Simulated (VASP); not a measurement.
Input:

```yaml
crystal:
  lattice:
    - [6.00277, 0.00000, 0.00000]
    - [0.00000, 6.00277, 0.00000]
    - [0.00000, 0.00000, 6.00277]
  atoms:
    - { symbol: Cs, position: [0.00000, 0.00000, 0.00000] }
    - { symbol: Pb, position: [0.50000, 0.50000, 0.50000] }
    - { symbol: Br, position: [0.50000, 0.00000, 0.50000] }
    - { symbol: Br, position: [0.00000, 0.50000, 0.50000] }
    - { symbol: Br, position: [0.50000, 0.50000, 0.00000] }
```

These are PBE GGA, VASP's PBE PAW potentials (set 64) (plane waves; VASP) values and carry that method's errors. Run with 520 eV cut-off, 4×4×4 Γ-centred mesh, tetrahedra with Blöchl corrections, potentials Cs_sv Pb_d Br.

The cores are frozen, which limits the accuracy of field gradients.

**Question.** Give the principal components of the electric field gradient (V/Å²) and the asymmetry η at each nucleus.

**Answer.** 
```csv
atom,Vxx,Vyy,Vzz,η
Cs1,0.0,0.0,0.0,-
Pb2,0.0,0.0,0.0,-
Br3,-98.6,-98.6,197.3,0.00
Br4,-98.6,-98.6,197.3,0.00
Br5,-98.6,-98.6,197.3,0.00
```

The compound is CsPbBr3 in the cubic perovskite structure, the ideal cubic form; the compound distorts at low or room temperature. It was relaxed first, which changed the volume by +7 %.
